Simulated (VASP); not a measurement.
Calculation: PBE GGA, VASP's PBE PAW potentials (set 64) (plane waves; VASP).

VASP ran on this input.

**POSCAR**
```
ZnS
1
    1.8842972992    -3.2636986162     0.0000000000
    1.8842972992     3.2636986162     0.0000000000
    0.0000000000    -0.0000000000     6.1771008687
Zn S
2 2
Direct
  0.6666670000   0.3333330000   0.5001609107
  0.3333330000   0.6666670000   0.0001609107
  0.6666670000   0.3333330000   0.8748390893
  0.3333330000   0.6666670000   0.3748390893
```

**INCAR**
```
SYSTEM = ZnS
PREC = Accurate
ENCUT = 500
EDIFF = 1E-6
NELM = 100
ALGO = Normal
LREAL = .FALSE.
LASPH = .TRUE.
ISMEAR = 0
SIGMA = 0.05
GGA = PE
LMAXMIX = 4
LWAVE = .FALSE.
LCHARG = .FALSE.
IBRION = 2
ISIF = 3
NSW = 40
EDIFFG = -0.02
PSTRESS = 50
```

File KPOINTS:
```
Automatic mesh
0
Gamma
7 7 4
0 0 0
```

POTCAR, in this order: Zn S (PBE.64 set). Program: vasp_std.

What will the output report for the number of irreducible k-points (NKPTS), largest plane-wave count, number of space-group operations, FFT grid (NGX, NGY, NGZ)?

```json
{
  "number of irreducible k-points (NKPTS)": "24",
  "largest_plane_wave_count": "1940",
  "number_of_space_group_operations": "12",
  "FFT grid (NGX, NGY, NGZ)": "28 × 28 × 48"
}
```

The compound is ZnS in the wurtzite structure, the high-temperature form. It was relaxed first under an external pressure of 5 GPa.
